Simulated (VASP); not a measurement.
Data:

```
CELL_PARAMETERS angstrom
      1.47500    -2.55477     0.00000
      1.47500     2.55477     0.00000
      0.00000     0.00000     4.68000
ATOMIC_POSITIONS crystal
  Ti 0.33333 0.66667 0.25000
  Ti 0.66667 0.33333 0.75000
```

Computed with PBE GGA with D4 dispersion, VASP's PBE PAW potentials (set 64) (plane waves; VASP). Numerical set-up: 520 eV cut-off, 13×13×7 Γ-centred mesh, first-order Methfessel-Paxton smearing of 0.10 eV, potentials Ti_sv.

Energy and stress use the plane-wave basis of the starting cell.

Problem. The ions, cell shape and volume are relaxed. Give the cell that the relaxation ends in.

Solution. 
```
CELL_PARAMETERS angstrom
      1.45936    -2.52769     0.00000
      1.45936     2.52769     0.00000
      0.00000     0.00000     4.62660
ATOMIC_POSITIONS crystal
  Ti 0.33333 0.66667 0.25000
  Ti 0.66667 0.33333 0.75000
```
Space group P6_3/mmc (194), at a tolerance of 0.03 Å.

Problem. How do energy and volume change from the first to the last step?

Solution. The energy (σ→0) changes by -6.4 meV/atom and the volume by -3.2 %, in 3 ionic steps.

The compound is Ti in the hcp structure. This run relaxes it. Symmetry was kept, so distortions that lower it aren't found.
